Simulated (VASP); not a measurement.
These are PBE GGA, VASP's PBE PAW potentials (set 64) (plane waves; VASP) values and carry that method's errors.

Input for VASP

INCAR:
```
SYSTEM=Zn2Mo
PREC=Accurate; ENCUT=300; LREAL=F
LASPH=T
EDIFF=1E-6; NELM=100; ALGO=Normal
LMAXMIX=4
ISMEAR=-1; SIGMA=0.1
GGA=PE
ISIF=2
LWAVE=F; LCHARG=F
```

**KPOINTS**
```
K-points
0
Gamma
 5 5 5
0 0 0
```

POSCAR:
```
Zn2Mo
7.4372960
  0.0000000000   0.5000000000   0.5000000000
  0.5000000000   0.0000000000   0.5000000000
  0.5000000000   0.5000000000   0.0000000000
Zn Mo
4 2
Direct
  0.1304720000   0.1180920000   0.1349610000
  0.6303790000   0.1239050000   0.1162600000
  0.1227100000   0.6322660000   0.1187060000
  0.1286280000   0.1199670000   0.6283870000
  0.7542310000   0.7470520000   0.7495880000
  0.4835800000   0.5087170000   0.5020980000
```

POTCAR, in this order: Zn Mo_sv (PBE.64 set). Program: vasp_std.

The resulting files:

### OUTCAR
```
 ion  position               nearest neighbor table
   1  0.130  0.118  0.135-   4 2.60   2 2.60   3 2.62   3 2.64   4 2.66   2 2.67   6 2.98   5 3.05
                             6 3.09   5 3.10   5 3.12   6 3.15
   2  0.630  0.124  0.116-   3 2.59   4 2.59   1 2.60   1 2.67   4 2.67   3 2.67   5 3.06   5 3.07
                             6 3.09   6 3.09   5 3.12   6 3.13
   3  0.123  0.632  0.119-   4 2.57   2 2.59   1 2.62   1 2.64   2 2.67   4 2.69   6 3.04   5 3.05
                             6 3.06   5 3.09   5 3.09   6 3.14
   4  0.129  0.120  0.628-   3 2.57   2 2.59   1 2.60   1 2.66   2 2.67   3 2.69   6 3.03   6 3.05
                             5 3.08   5 3.08   5 3.08   6 3.18
   5  0.754  0.747  0.750-   3 3.05   1 3.05   2 3.06   2 3.07   4 3.08   4 3.08   4 3.08   3 3.09
                             3 3.09   1 3.10   2 3.12   1 3.12   6 3.13   6 3.23   6 3.25   6 3.27
   6  0.484  0.509  0.502-   1 2.98   4 3.03   3 3.04   4 3.05   3 3.06   2 3.09   1 3.09   2 3.09
                             2 3.13   5 3.13   3 3.14   1 3.15   4 3.18   5 3.23   5 3.25   5 3.27
  LATTYP: Found a face centered cubic cell.
 ALAT       =     7.4372960000
 Subroutine PRICEL returns:
 Original cell was already a primitive cell.
 Subroutine GETGRP returns: Found  1 space group operations
The static configuration has the point symmetry C_1 .
The dynamic configuration has the point symmetry C_1 .
 Subroutine INISYM returns: Found  1 space group operations
 Subroutine IBZKPT returns following result:
 Found     63 irreducible k-points:

 Following reciprocal coordinates:
...
```

File OSZICAR:
```
       N       E                     dE             d eps       ncg     rms          rms(c)
DAV:   1     0.646718051196E+03    0.64672E+03   -0.28763E+04  6086   0.163E+03
DAV:   2     0.246575507299E+02   -0.62206E+03   -0.60931E+03  5730   0.450E+02
DAV:   3    -0.251985372009E+02   -0.49856E+02   -0.48254E+02  6462   0.134E+02
DAV:   4    -0.266924979186E+02   -0.14940E+01   -0.14687E+01  6600   0.206E+01
DAV:   5    -0.267151958612E+02   -0.22698E-01   -0.22666E-01  6421   0.205E+00    0.113E+01
DAV:   6    -0.249146269542E+02    0.18006E+01   -0.94513E+00  6904   0.241E+01    0.447E+00
DAV:   7    -0.247687840529E+02    0.14584E+00   -0.72935E-01  7147   0.501E+00    0.349E+00
DAV:   8    -0.247134377117E+02    0.55346E-01   -0.27236E-01  6839   0.408E+00    0.121E+00
DAV:   9    -0.247455307619E+02   -0.32093E-01   -0.38002E-01  6759   0.216E+00    0.196E+00
DAV:  10    -0.246982830350E+02    0.47248E-01   -0.23039E-01  6505   0.113E+00    0.256E-01
DAV:  11    -0.246982765265E+02    0.65086E-05   -0.44622E-03  6198   0.402E-01    0.613E-02
DAV:  12    -0.246982664401E+02    0.10086E-04   -0.17783E-04  6608   0.135E-01    0.287E-02
DAV:  13    -0.246982660802E+02    0.35991E-06   -0.15869E-05  6139   0.602E-02    0.115E-02
DAV:  14    -0.246982657355E+02    0.34474E-06   -0.24310E-06  4388   0.418E-02
   1 F= -.24698266E+02 E0= -.24634112E+02  d E =-.128307E+00
```

### OUTCAR
```
------------------------ aborting loop because EDIFF is reached ----------------------------------------
  FORCE on cell =-STRESS in cart. coord.  units (eV):
  Direction    XX          YY          ZZ          XY          YZ          ZX
  --------------------------------------------------------------------------------------
  Total      -12.7624290    -12.6915818    -12.7716782      0.1493634     -0.2972450      0.3282774
  in kB     -198.8193790   -197.7156873   -198.9634680      2.3268565     -4.6306277      5.1140671
  external PRESSURE =    -198.4995114 kB  Pullay stress =       0.0000000 kB
  volume of cell :      102.85
      direct lattice vectors                 reciprocal lattice vectors
     0.000000000  3.718648000  3.718648000    -0.134457469  0.134457469  0.134457469
     3.718648000  0.000000000  3.718648000     0.134457469 -0.134457469  0.134457469
     3.718648000  3.718648000  0.000000000     0.134457469  0.134457469 -0.134457469
 POSITION                                       TOTAL-FORCE (eV/Angst)
 -----------------------------------------------------------------------------------
      0.94102      0.98705      0.92432        -0.036947     -0.255515     -0.060195
      0.89309      2.77649      2.80492         0.246570     -0.041225     -0.026674
      2.79260      0.89774      2.80749        -0.121161      0.254157     -0.216597
      2.78287      2.81507      0.92444         0.028163     -0.097528      0.249234
      5.56548      5.59217      5.58274        -0.101698      0.119386      0.068867
      3.75887      3.66539      3.69000        -0.014928      0.020725     -0.014635
 -----------------------------------------------------------------------------------
    total drift:                               -0.003635      0.002838     -0.001134
  FREE ENERGIE OF THE ION-ELECTRON SYSTEM (eV)
  ---------------------------------------------------
  free  energy   TOTEN  =       -24.6982657355 eV

  energy  without entropy=      -24.5699588005  energy(sigma->0) =      -24.63411227
```
(Selected blocks of OUTCAR.)

At this cut-off the stress carries a Pulay error, which pulls relaxed volumes low.

The structure was generated: Zn2Mo was put into an ordered model structure, which need not be its known phase. The cell was not relaxed at this level, atoms are displaced from their ideal sites.
